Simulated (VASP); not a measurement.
The system is Rb.

```
CELL_PARAMETERS angstrom
-2.80250 2.80250 2.80250
2.80250 -2.80250 2.80250
2.80250 2.80250 -2.80250
ATOMIC_POSITIONS crystal
Rb 0.00000 0.00000 0.00000
```

- Program: VASP 6.6.1
- Task: relaxation of cell and atoms
- Functional: LDA
- Potentials or basis: VASP PAW LDA potentials, release 64 (Rb_sv)
- Cutoff: 600 eV
- k mesh: 10 × 10 × 10
- Occupations: methfessel-paxton, width 0.1 eV
- Spin: no spin polarisation

At the start: pressure -0.3 GPa; volume 88.04 Å³/atom.

Task: How do energy, volume and symmetry change on relaxing?

Result: Over 4 steps the energy falls by 12.1 meV/atom and the volume is 78.04 Å³/atom (-11.4 %); space group Im-3m (No. 229, to 0.05 Å).

The path:
```
step  energy change (eV)  largest force (eV/Å)  pressure (GPa)  volume (Å³)
   1              0.0000                0.0000           -0.35        88.04
   2             -0.0048                0.0000           -0.28        85.64
   3             -0.0113                0.0000           -0.10        80.38
   4             -0.0121                0.0000            0.00        78.04
```

Final structure:
```
CELL_PARAMETERS angstrom
-2.69202 2.69202 2.69202
2.69202 -2.69202 2.69202
2.69202 2.69202 -2.69202
ATOMIC_POSITIONS crystal
Rb 0.00000 0.00000 0.00000
```

Caveat: the volume moved by -11 % from the deposited cell, more than functionals usually miss.
